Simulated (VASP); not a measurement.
Input for VASP

INCAR:
```
! general
SYSTEM =Zn
PREC   =Accurate
ENCUT  =300
LREAL  =.False.
LASPH  =.True.

! electronic loop
EDIFF  =1E-6
NELM   =100
ALGO   =Normal
LMAXMIX=4

! smearing
ISMEAR =0
SIGMA  =0.2

! functional
GGA    =PE

! ions
ISIF   =2

! output
LWAVE  =.False.
LCHARG =.False.
```

### KPOINTS
```
Automatic mesh
0
Gamma
10 10 5
0 0 0
```

**POSCAR**
```
Zn
2.660
  0.5000000000  -0.8660255639   0.0000000000
  0.5000000000   0.8660255639   0.0000000000
  0.0000000000   0.0000000000   1.8609022556
Zn
2
Cartesian
  0.5000000000   0.2886757653   0.4652255639
  0.5000000000  -0.2886757653   1.3956766917
```

POTCAR, in this order: Zn (PBE.64 set). Program: vasp_std.

**Question.** Translate this PBE calculation to Ansatz.

**Answer.** One equivalent input (not run):
Ansatz 0.2 input:
```yaml
crystal:
  lattice:
    - [1.3300000, -2.3036280, 0.0000000]
    - [1.3300000, 2.3036280, 0.0000000]
    - [0.0000000, 0.0000000, 4.9500000]
  atoms:
    - { symbol: Zn, position: [0.3333330, 0.6666670, 0.2500000] }
    - { symbol: Zn, position: [0.6666670, 0.3333330, 0.7500000] }
kpoints:
  mp_grid: { grid: [10, 10, 5] }
hamiltonian:
  xc: pbe
  pseudopotentials: { kind: paw }
scf:
  occupations: { method: gaussian, width: 0.2 }
  max_iter: 100
output: { forces: true, stress: true, eigenvalues: true }
```
The two are equivalent in intent, not identical: each code has its own PAW files, so the cut-off isn't converted (ENCUT is set for VASP's; basis.ecutwfc is left out, and Ansatz then takes the one that its files recommend); Ansatz stops its SCF on the density residual and VASP on the energy change (EDIFF).

The structure is a typed Zn crystal (P6_3/mmc). The cell was not relaxed at this level.
